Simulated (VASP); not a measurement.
Input for VASP

INCAR:
```
SYSTEM = Fe
PREC = Accurate; ENCUT = 400; LREAL = F
LASPH = T
EDIFF = 1E-6; NELM = 100; ALGO = Normal
LMAXMIX = 4
ISMEAR = 1; SIGMA = 0.1
GGA = PE
ISPIN = 2; MAGMOM = 2.5
ISIF = 2
LWAVE = F; LCHARG = F; LORBIT = 10
```

KPOINTS:
```
Automatic mesh
0
Gamma
  16 16 16
```

POSCAR:
```
Fe
1
   -1.4637000000     1.4637000000     1.4637000000
    1.4637000000    -1.4637000000     1.4637000000
    1.4637000000     1.4637000000    -1.4637000000
Fe
1
Direct
  0.0000000000   0.0000000000   0.0000000000
```

POTCAR, in this order: Fe (PBE.64 set). Program: vasp_std.

Q: Write an equivalent input for Ansatz.

A: One equivalent input (not run):
Ansatz 0.2 input:
```yaml
crystal:
  lattice:
    - [-1.4637000, 1.4637000, 1.4637000]
    - [1.4637000, -1.4637000, 1.4637000]
    - [1.4637000, 1.4637000, -1.4637000]
  atoms:
    - { symbol: Fe, position: [0.0000000, 0.0000000, 0.0000000], spin: 2.5 }
kpoints:
  mp_grid: { grid: [16, 16, 16] }
hamiltonian:
  xc: pbe
  pseudopotentials: { kind: paw }
magnetization: { spin_polarized: true }
scf:
  occupations: { method: methfessel_paxton, width: 0.1 }
  max_iter: 100
output: { forces: true, stress: true, eigenvalues: true }
```
The two are equivalent in intent, not identical: each code has its own PAW files, so the cut-off isn't converted (ENCUT is set for VASP's; basis.ecutwfc is left out, and Ansatz then takes the one that its files recommend); Ansatz stops its SCF on the density residual and VASP on the energy change (EDIFF).

The compound is Fe in the bcc structure. The cell was not relaxed at this level.
